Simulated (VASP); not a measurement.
# What goes wrong when AlCr2C is relaxed with a bad input

Aim: see how common mistakes in a VASP relaxation show up, on AlCr2C. The starting structure is a computed structure from the Materials Project. The first relaxation on each setting starts from this cell expanded by 3 % in volume.

Program: VASP 6.6.1. Level of theory: Kohn-Sham DFT with plane waves and PAW; PBEsol. Results are calculated unless marked as measured.

## (1) The starting structure

Symmetry: P6_3/mmc, No. 194, hexagonal system. Conventional cell: a = 2.825 Å, b = 2.825 Å, c = 12.601 Å, α = 90.00°, β = 90.00°, γ = 120.00°. Nearest to Cr lie 3 C at 1.95 Å and 3 Al at 2.64 Å. Al has 6 Cr at 2.64 Å and 6 Al at 2.83 Å nearest. Nearest to C lie 6 Cr at 1.95 Å. Farther neighbours are not listed.

## (2) Reference relaxation

This run starts from the cell of an earlier relaxation, which isn't shown; the restart sets up the plane waves anew.

INCAR reads:

```
SYSTEM = AlCr2C
PREC = Accurate
ENCUT = 520
EDIFF = 1E-06
NELM = 100
ISMEAR = 1
SIGMA = 0.15
LREAL = .FALSE.
ALGO = Normal
GGA = PS
NBANDS = 43
ISPIN = 2
MAGMOM = 3 -3 3 -3 0 0 0 0
LASPH = .TRUE.
LMAXMIX = 4
LORBIT = 11
LWAVE = .FALSE.
LCHARG = .FALSE.
KPAR = 8
IBRION = 2
NSW = 50
ISIF = 3
EDIFFG = -0.006
```

POSCAR reads:

```
AlCr2C
1.0
    2.8142785523      0.0000000000      0.0000000000
   -1.4071392761      2.4372367197      0.0000000000
    0.0000000000      0.0000000000     12.5750347533
Cr Al C
4 2 2
Direct
    0.3333333333      0.6666666667      0.0845009517
    0.6666666667      0.3333333333      0.5845009517
    0.6666666667      0.3333333333      0.9154990483
    0.3333333333      0.6666666667      0.4154990483
    0.3333333333      0.6666666667      0.7500000000
    0.6666666667      0.3333333333      0.2500000000
    0.0000000000      0.0000000000      0.0000000000
    0.0000000000      0.0000000000      0.5000000000
```

KPOINTS reads:

```
Automatic mesh
0
Gamma
12 12 4
0 0 0
```

Potentials, in the order of the species: Cr_pv, Al and C (PBE family, release 64).

Command:

```console
> mpirun -np 8 vasp_std
```

Log:

```text
[banner, memory and clock lines left out]
running    8 mpi-ranks, on    1 nodes
 distrk:  each k-point on    1 cores,    8 groups
 distr:  one band on    1 cores,    1 groups

 POSCAR found type information on POSCAR CrAlC
 POSCAR found :  3 types and       8 ions
|                                                                             |
|           W    W    AA    RRRRR   N    N  II  N    N   GGGG   !!!           |
|           W    W   A  A   R    R  NN   N  II  NN   N  G    G  !!!           |
|           W    W  A    A  R    R  N N  N  II  N N  N  G       !!!           |
|           W WW W  AAAAAA  RRRRR   N  N N  II  N  N N  G  GGG   !            |
|           WW  WW  A    A  R   R   N   NN  II  N   NN  G    G                |
|           W    W  A    A  R    R  N    N  II  N    N   GGGG   !!!           |
|                                                                             |
|     For optimal performance we recommend to set                             |
|       NCORE = 2 up to number-of-cores-per-socket                            |
|     NCORE specifies how many cores store one orbital (NPAR=cpu/NCORE).      |
|     This setting can greatly improve the performance of VASP for DFT.       |
|     The default, NCORE=1 might be grossly inefficient on modern             |
|     multi-core architectures or massively parallel machines. Do your        |
|     Unfortunately you need to use the default for GW and RPA                |
|     calculations (for HF NCORE is supported but not extensively tested      |
|     yet).                                                                   |
|                                                                             |

|                                                                             |
|               ----> ADVICE to this user running VASP <----                  |
|                                                                             |
|     You enforced a specific xc type in the INCAR file but a different       |
|     [... a line on the potential file left out ...]
|     I HOPE YOU KNOW WHAT YOU ARE DOING!                                     |
|                                                                             |

 LDA part: xc-table for (Slater+PW92), standard interpolation
 POSCAR, INCAR and KPOINTS ok, starting setup
 FFT: planning ... GRIDC
 FFT: planning ... GRID_SOFT
 FFT: planning ... GRID
 WAVECAR not read
 entering main loop
       N       E                     dE             d eps       ncg     rms          rms(c)
DAV:   1     0.747721841232E+03    0.74772E+03   -0.33295E+04  9812   0.163E+03
DAV:   2    -0.186619343389E+02   -0.76638E+03   -0.73417E+03  9824   0.496E+02
DAV:   3    -0.803800553762E+02   -0.61718E+02   -0.59171E+02 12384   0.144E+02
DAV:   4    -0.825295028946E+02   -0.21494E+01   -0.21235E+01 12053   0.247E+01
DAV:   5    -0.825740208786E+02   -0.44518E-01   -0.44463E-01 12172   0.386E+00    0.519E+01
DAV:   6    -0.723348251163E+02    0.10239E+02   -0.17555E+02 12770   0.896E+01    0.252E+01
DAV:   7    -0.693344636698E+02    0.30004E+01   -0.60037E+01 12045   0.560E+01    0.141E+01
DAV:   8    -0.691977496483E+02    0.13671E+00   -0.47121E+00 11860   0.137E+01    0.664E+00
DAV:   9    -0.697225230648E+02   -0.52477E+00   -0.76483E-01 13017   0.543E+00    0.375E+00
DAV:  10    -0.700650925233E+02   -0.34257E+00   -0.19692E-01 12167   0.232E+00    0.233E+00
DAV:  11    -0.702355883519E+02   -0.17050E+00   -0.25931E-01 12522   0.189E+00    0.993E-01
DAV:  12    -0.702542366444E+02   -0.18648E-01   -0.58657E-02 12075   0.103E+00    0.464E-01
DAV:  13    -0.702549755657E+02   -0.73892E-03   -0.84305E-03 11954   0.464E-01    0.246E-01
DAV:  14    -0.702551665277E+02   -0.19096E-03   -0.20978E-03 13616   0.303E-01    0.945E-02
DAV:  15    -0.702551454392E+02    0.21088E-04   -0.30301E-04 14279   0.930E-02    0.503E-02
DAV:  16    -0.702551383403E+02    0.70988E-05   -0.60085E-05 12797   0.411E-02    0.149E-02
DAV:  17    -0.702551373072E+02    0.10331E-05   -0.61049E-06 10945   0.159E-02    0.647E-03
DAV:  18    -0.702551372939E+02    0.13307E-07   -0.92900E-07  6045   0.499E-03
   1 F= -.70255137E+02 E0= -.70256515E+02  d E =-.702551E+02  mag=     0.0000
 curvature:   0.00 expect dE= 0.000E+00 dE for cont linesearch  0.000E+00
 trial: gam= 0.00000 g(F)=  0.475E-05 g(S)=  0.425E-05 ort = 0.000E+00 (trialstep = 0.100E+01)
 search vector abs. value=  0.900E-05
 reached required accuracy - stopping structural energy minimisation
```

Run time: 1.8 min. Hardware: 8 MPI ranks of Intel Xeon Platinum 8259CL at 2.50GHz (Skylake/Cascade Lake), shared host; peak memory 3.7 GiB.

The logs omit lines about the potential files and the build; timing stands in the text.

Parts of OUTCAR (step 2):

```text
ion  position               nearest neighbor table
   1  0.333  0.667  0.085-   7 1.94   7 1.94   7 1.94   6 2.64   6 2.64   6 2.64   3 2.68   3 2.68
                             3 2.68
   2  0.667  0.333  0.585-   8 1.94   8 1.94   8 1.94   5 2.64   5 2.64   5 2.64   4 2.68   4 2.68
                             4 2.68
   3  0.667  0.333  0.915-   7 1.94   7 1.94   7 1.94   5 2.64   5 2.64   5 2.64   1 2.68   1 2.68
                             1 2.68
   4  0.333  0.667  0.415-   8 1.94   8 1.94   8 1.94   6 2.64   6 2.64   6 2.64   2 2.68   2 2.68
                             2 2.68
   5  0.333  0.667  0.750-   2 2.64   3 2.64   2 2.64   3 2.64   2 2.64   3 2.64
   6  0.667  0.333  0.250-   1 2.64   4 2.64   1 2.64   4 2.64   1 2.64   4 2.64
   7  0.000  0.000  0.000-   1 1.94   3 1.94   3 1.94   1 1.94   3 1.94   1 1.94
   8  0.000  0.000  0.500-   2 1.94   4 1.94   2 1.94   4 1.94   2 1.94   4 1.94

  LATTYP: Found a hexagonal cell.
 ALAT       =     2.8142785523
 C/A-ratio  =     4.4682978318

 Subroutine GETGRP returns: Found 24 space group operations
 (whereof 12 operations were pure point group operations)

The static configuration has the point symmetry D_3d.
 The point group associated with its full space group is D_6h.

 Found     57 irreducible k-points:

   k-points           NKPTS =     57   k-points in BZ     NKDIM =     57   number of bands    NBANDS=     43

   dimension x,y,z NGX =    24 NGY =   24 NGZ =   96
   dimension x,y,z NGXF=    48 NGYF=   48 NGZF=  192

   ENCUT  =  520.0 eV  38.22 Ry    6.18 a.u.   5.23  5.23 23.38*2*pi/ulx,y,z

   NELECT =      62.0000    total number of electrons

 k-points in reciprocal lattice and weights: Automatic mesh
   0.00000000  0.00000000  0.00000000       0.002
   0.08333333 -0.00000000  0.00000000       0.010
   0.16666667 -0.00000000  0.00000000       0.010
   0.25000000  0.00000000  0.00000000       0.010
   0.33333333 -0.00000000  0.00000000       0.010
   0.41666667 -0.00000000  0.00000000       0.010
   0.50000000  0.00000000  0.00000000       0.005
   0.08333333  0.08333333  0.00000000       0.010
   0.16666667  0.08333333  0.00000000       0.021
[...]
0.33333333  0.25000000  0.50000000       0.021
   0.33333333  0.33333333  0.50000000       0.003

 average (electrostatic) potential at core
       1 -66.4339       2 -66.4339       3 -66.4339       4 -66.4339       5 -69.4880
       6 -69.4880       7 -45.0612       8 -45.0612

 E-fermi :  10.1873

 spin component 1
 k-point     1 :       0.0000    0.0000    0.0000
  band No.  band energies     occupation
    ...
     30       9.0991      1.00000
     31       9.9813      1.03269
     32       9.9813      1.03269
     33      10.0112      1.03503
     34      10.0112      1.03503
     35      10.8155     -0.00000
     36      10.8155     -0.00000
     37      10.8629     -0.00000
     38      10.8629     -0.00000
     39      13.0276     -0.00000
    ...

 k-point     2 :       0.0833   -0.0000    0.0000
  band No.  band energies     occupation
    ...
     30       9.1938      1.00000
     31       9.7804      1.00043
     32       9.9425      1.02158
     33       9.9567      1.02595
     34       9.9747      1.03112
     35      10.8646     -0.00000
     36      10.8770     -0.00000
     37      10.9138     -0.00000
     38      10.9816     -0.00000
     39      13.0872     -0.00000
    ...

 k-point     3 :       0.1667   -0.0000    0.0000
  band No.  band energies     occupation
    ...
     30       9.4053      1.00000
     31       9.4357      1.00000
     32       9.9386      1.02041
     33       9.9793      1.03225
     34      10.0097      1.03519
     35      10.9390     -0.00000
     36      10.9964     -0.00000
     37      11.0009     -0.00000
     38      11.3197     -0.00000
     39      13.1758     -0.00000
    ...

 k-point     4 :       0.2500    0.0000    0.0000
  band No.  band energies     occupation
    ...
     28       8.9841      1.00000
     29       9.6196      1.00000
     30       9.6908      1.00001
     31       9.7411      1.00011
     32      10.0347      1.02683
     33      10.2878      0.05117
     34      10.3075      0.00965
     35      10.9743     -0.00000
     36      11.0454     -0.00000
     37      11.1166     -0.00000
    ...

 k-point     5 :       0.3333   -0.0000    0.0000
  band No.  band energies     occupation
    ...
     27       8.3754      1.00000
     28       8.5522      1.00000
     29      10.0160      1.03428
     30      10.0534      1.01007
     31      10.1207      0.83777
     32      10.2297      0.27121
     33      10.7583     -0.00000
     34      10.7652     -0.00000
     35      10.9980     -0.00000
     36      11.0824     -0.00000
    ...

 k-point     6 :       0.4167   -0.0000    0.0000
  band No.  band energies     occupation
    ...
     24       7.0735      1.00000
     25       7.5557      1.00000
     26       7.7062      1.00000
     27       7.9062      1.00000
     28       8.0982      1.00000
     29      10.2624      0.12958
     30      10.3950     -0.03231
     31      10.4837     -0.00864
     32      10.4885     -0.00780
     33      10.9876     -0.00000
    ...

  Total       -0.0022030     -0.0022030     -0.0263597     -0.0000000     -0.0000000      0.0000000
  in kB       -0.0409224     -0.0409224     -0.4896396     -0.0000000     -0.0000000      0.0000000
  external PRESSURE =      -0.1904948 kB  Pullay stress =       0.0000000 kB

  energy-cutoff  :      520.00
  volume of cell :       86.25
      direct lattice vectors                 reciprocal lattice vectors
     2.814278552  0.000000000  0.000000000     0.355330854  0.205150364  0.000000000
    -1.407139276  2.437236720  0.000000000     0.000000000  0.410300728  0.000000000
     0.000000000  0.000000000 12.575034753     0.000000000  0.000000000  0.079522643

 POSITION                                       TOTAL-FORCE (eV/Angst)
 -----------------------------------------------------------------------------------
     -0.00000      1.62482      1.06260        -0.000000      0.000000     -0.004963
      1.40714      0.81241      7.35012         0.000000     -0.000000     -0.004963
      1.40714      0.81241     11.51243         0.000000     -0.000000      0.004963
     -0.00000      1.62482      5.22491        -0.000000      0.000000      0.004963
     -0.00000      1.62482      9.43128         0.000000     -0.000000      0.000000
      1.40714      0.81241      3.14376        -0.000000      0.000000      0.000000
      0.00000      0.00000      0.00000         0.000000     -0.000000      0.000000
      0.00000      0.00000      6.28752         0.000000     -0.000000      0.000000
 -----------------------------------------------------------------------------------
    total drift:                               -0.000000      0.000000     -0.000000

  FREE ENERGIE OF THE ION-ELECTRON SYSTEM (eV)
  ---------------------------------------------------
  free  energy   TOTEN  =       -70.2551372939 eV

  energy  without entropy=      -70.2592696899  energy(sigma->0) =      -70.25651476

 reached required accuracy - stopping structural energy minimisation

 total charge
# of ion       s       p       d       tot
------------------------------------------
    1        0.346   6.438   4.418  11.202
    2        0.346   6.438   4.418  11.202
    3        0.346   6.438   4.418  11.202
    4        0.346   6.438   4.418  11.202
    5        0.414   0.408   0.000   0.821
    6        0.414   0.408   0.000   0.821
    7        0.904   1.583   0.000   2.486
    8        0.904   1.583   0.000   2.486
--------------------------------------------------
tot          4.021  29.733  17.671  51.424

 magnetization (x)
# of ion       s       p       d       tot
------------------------------------------
    1       -0.000   0.000   0.000   0.000
    2        0.000  -0.000  -0.000  -0.000
    3       -0.000   0.000   0.000   0.000
    4        0.000  -0.000  -0.000  -0.000
    5        0.000   0.000   0.000   0.000
    6        0.000   0.000   0.000   0.000
    7       -0.000  -0.000   0.000  -0.000
    8        0.000   0.000   0.000   0.000
--------------------------------------------------
tot          0.000   0.000   0.000   0.000

[... 1 further part left out ...]
```

The moments of the start collapse, so the state is non-magnetic; other starts or orders were not tried. The PAW data sets were made with PBE, which is usual practice but a small mismatch for other functionals. The run keeps the 24 symmetry operations of its start, so it cannot find a distortion of lower symmetry.

The reference relaxation ends at 10.782 Å³ an atom.

## (3) Relaxation with one electron too many

A slip made on purpose: one electron too many. Against step 2 the input has NELECT = 63 (also changed: NELM).

Changes to INCAR since step 2:

```diff
@@ -4,3 +4,3 @@
 EDIFF = 1E-06
-NELM = 100
+NELM = 60
 ISMEAR = 1
@@ -23 +23,2 @@
 EDIFFG = -0.006
+NELECT = 63
```

POSCAR reads:

```
AlCr2C
1.0
    2.8530741815      0.0000000000      0.0000000000
   -1.4265370907      2.4708347201      0.0000000000
    0.0000000000      0.0000000000     12.7261478707
Cr Al C
4 2 2
Direct
    0.3333333333      0.6666666667      0.0850588400
    0.6666666667      0.3333333333      0.5850588400
    0.6666666667      0.3333333333      0.9149411600
    0.3333333333      0.6666666667      0.4149411600
    0.3333333333      0.6666666667      0.7500000000
    0.6666666667      0.3333333333      0.2500000000
    0.0000000000      0.0000000000      0.0000000000
    0.0000000000      0.0000000000      0.5000000000
```

KPOINTS is that of step 2.

Command:

```console
> mpirun -np 8 vasp_std
```

Log:

```text
[banner, memory and clock lines left out]
running    8 mpi-ranks, on    1 nodes
[...]
[... a notice as in an earlier step ...]

 [... a notice as in an earlier step ...]

 LDA part: xc-table for (Slater+PW92), standard interpolation
 POSCAR, INCAR and KPOINTS ok, starting setup
[...]
entering main loop
       N       E                     dE             d eps       ncg     rms          rms(c)
DAV:   1     0.759060312268E+03    0.75906E+03   -0.33410E+04  9820   0.162E+03
DAV:   2    -0.708043625168E+01   -0.76614E+03   -0.73527E+03  9819   0.498E+02
DAV:   3    -0.687587689308E+02   -0.61678E+02   -0.59151E+02 12636   0.143E+02
DAV:   4    -0.708680125771E+02   -0.21092E+01   -0.20803E+01 12080   0.244E+01
DAV:   5    -0.709112867303E+02   -0.43274E-01   -0.43202E-01 12402   0.382E+00BRMIX: very serious problems
 the old and the new charge density differ
 old charge density:    62.00000 new   63.00000
BRMIX: very serious problems
 the old and the new charge density differ
 old charge density:    62.00000 new   63.00000
[...]
DAV:   8    -0.592434844735E+02    0.29458E+00   -0.47527E+00 11876   0.133E+01    0.643E+00
DAV:   9    -0.596866411005E+02   -0.44316E+00   -0.95745E-01 13142   0.575E+00    0.414E+00
[...]
DAV:  16    -0.602956719519E+02   -0.94907E-04   -0.15258E-03 14188   0.200E-01    0.559E-02
DAV:  17    -0.602956873885E+02   -0.15437E-04   -0.13125E-04 13214   0.749E-02    0.155E-02
DAV:  18    -0.602956870599E+02    0.32857E-06   -0.45905E-06 11901   0.137E-02
   1 F= -.60295687E+02 E0= -.60297301E+02  d E =-.602957E+02  mag=    -0.0000
[... from here on, the cycles between the ionic steps are left out ...]
   2 F= -.60378305E+02 E0= -.60378739E+02  d E =-.826176E-01  mag=     0.0000
   3 F= -.60570599E+02 E0= -.60571805E+02  d E =-.274912E+00  mag=    -0.0000
   4 F= -.60664005E+02 E0= -.60662926E+02  d E =-.934065E-01  mag=    -0.0000
   5 F= -.60672737E+02 E0= -.60670990E+02  d E =-.102138E+00  mag=    -0.0000
   6 F= -.60672838E+02 E0= -.60671008E+02  d E =-.101328E-03  mag=     0.0000
[...]
soft stop encountered!  aborting job ...
   7 F= -.60673460E+02 E0= -.60671668E+02  d E =-.723043E-03  mag=     0.0000
[...]
reached required accuracy - stopping structural energy minimisation
 deleting file STOPCAR
```

Wall time 6.8 min (8 MPI ranks); peak memory 4 GiB.

The run was stopped at its time limit, after 7 ionic steps.

(Part 1 of 2 ends here.)

[Lines on the potential files, build, host, timing and source positions are cut from VASP's logs without a mark.]

[Logs are printed without paths, hosts, clocks, repeated set-up lines and the standing remarks that a program may print on its own settings, such as how far it seeks lower states.]

[Hosts, paths, dates, database ids (printed as entryN), source tags and the programs' standing remarks are cut or masked in the printed files.]
